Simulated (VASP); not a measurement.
Output of a VASP run:

File OSZICAR:
```
       N       E                     dE             d eps       ncg     rms          rms(c)
DAV:   1     0.139005260733E+01    0.13901E+01   -0.69110E+02  1220   0.418E+02
DAV:   2    -0.867880129960E+00   -0.22579E+01   -0.21461E+01  1735   0.576E+01
DAV:   3    -0.971606983148E+00   -0.10373E+00   -0.10320E+00  1500   0.886E+00
DAV:   4    -0.975440364213E+00   -0.38334E-02   -0.38296E-02  1610   0.146E+00
DAV:   5    -0.975485219711E+00   -0.44855E-04   -0.44855E-04  1530   0.142E-01    0.171E-01
DAV:   6    -0.976476137319E+00   -0.99092E-03   -0.55701E-04  1325   0.216E-01    0.106E-01
DAV:   7    -0.977570380263E+00   -0.10942E-02   -0.20819E-03  1365   0.418E-01    0.199E-02
DAV:   8    -0.977618301146E+00   -0.47921E-04   -0.17650E-04  1695   0.131E-01    0.430E-03
DAV:   9    -0.977618644205E+00   -0.34306E-06   -0.30809E-06  1550   0.165E-02    0.156E-03
DAV:  10    -0.977617993846E+00    0.65036E-06   -0.27235E-07  1530   0.522E-03    0.990E-04
DAV:  11    -0.977618223906E+00   -0.23006E-06   -0.17452E-07  1395   0.274E-03    0.943E-05
DAV:  12    -0.977618227361E+00   -0.34546E-08   -0.96732E-09   610   0.969E-04
   1 F= -.97761823E+00 E0= -.97759264E+00  d E =-.767648E-04
```

### OUTCAR
```
------------------------ aborting loop because EDIFF is reached ----------------------------------------
  FORCE on cell =-STRESS in cart. coord.  units (eV):
  Direction    XX          YY          ZZ          XY          YZ          ZX
  --------------------------------------------------------------------------------------
  Total       -0.0521476     -0.0521476     -0.0521476      0.0000000      0.0000000      0.0000000
  in kB       -4.0565392     -4.0565392     -4.0565392      0.0000000      0.0000000      0.0000000
  external PRESSURE =      -4.0565392 kB  Pullay stress =       0.0000000 kB
  volume of cell :       20.60
      direct lattice vectors                 reciprocal lattice vectors
    -1.726804021  1.726804021  1.726804021     0.000000000  0.289552256  0.289552256
     1.726804021 -1.726804021  1.726804021     0.289552256  0.000000000  0.289552256
     1.726804021  1.726804021 -1.726804021     0.289552256  0.289552256  0.000000000
 POSITION                                       TOTAL-FORCE (eV/Angst)
 -----------------------------------------------------------------------------------
      0.00000      0.00000      0.00000         0.000000     -0.000000     -0.000000
 -----------------------------------------------------------------------------------
    total drift:                               -0.000000     -0.000000      0.000000
  FREE ENERGIE OF THE ION-ELECTRON SYSTEM (eV)
  ---------------------------------------------------
  free  energy   TOTEN  =        -0.9776182274 eV

  energy  without entropy=       -0.9775414625  energy(sigma->0) =       -0.97759264
```
(Selected blocks of OUTCAR.)

**POSCAR**
```
Li
1
   -1.7268040208     1.7268040208     1.7268040208
    1.7268040208    -1.7268040208     1.7268040208
    1.7268040208     1.7268040208    -1.7268040208
Li
1
Direct
  0.0000000000   0.0000000000   0.0000000000
```

Task: Reconstruct the remaining input files.

Result: This is not unique; one that fits is the input of the run itself, optB88-vdW, plane waves, VASP's PBE PAW potentials (set 64).

**KPOINTS**
```
Automatic mesh
0
Gamma
15 15 15
0 0 0
```

INCAR:
```
# general
SYSTEM    =  Li
PREC      =  Accurate
ENCUT     =  520
LREAL     =  .FALSE.
LASPH     =  .TRUE.

# electronic loop
EDIFF     =  1E-7
NELM      =  100
ALGO      =  Normal

# smearing
ISMEAR    =  1
SIGMA     =  0.1

# functional
GGA       =  BO
LUSE_VDW  =  .TRUE.
AGGAC     =  0.0
PARAM1    =  0.1833333333
PARAM2    =  0.22

# ions
ISIF      =  2

# output
LWAVE     =  .FALSE.
LCHARG    =  .FALSE.
```

POTCAR, in this order: Li_sv (PBE.64 set). Program: vasp_std.

The compound is Li in the bcc structure. This cell is one point of a volume scan, at 1.03 of the reference volume.
